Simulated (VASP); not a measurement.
Consider the following.

```yaml
crystal:
  lattice:
    - [0.00000, 2.75910, 2.75910]
    - [2.75910, 0.00000, 2.75910]
    - [2.75910, 2.75910, 0.00000]
  atoms:
    - { symbol: Cu, position: [0.00000, 0.00000, 0.00000] }
    - { symbol: Cl, position: [0.25000, 0.25000, 0.25000] }
```

Calculation: PBE GGA, VASP's PBE PAW potentials (set 64) (plane waves; VASP). Run with 400 eV cut-off, 8×8×8 Γ-centred mesh, Gaussian smearing of 0.050 eV, potentials Cu Cl.

### Question
What does the run give for the energy per atom (σ→0), pressure, band gap (on the k-mesh) with the smallest direct gap where there is one?

### Answer

```
Property                                      Value
-----------------------------------  --------------
band gap (on the k-mesh)                    0.44 eV
smallest direct gap (on the k-mesh)         0.44 eV
energy per atom (σ→0)                -3165 meV/atom
pressure                                  -2.39 GPa
```

Only differences to runs with the same potentials and settings are physical.

The compound is CuCl in the zinc blende structure. The cell was not relaxed at this level.
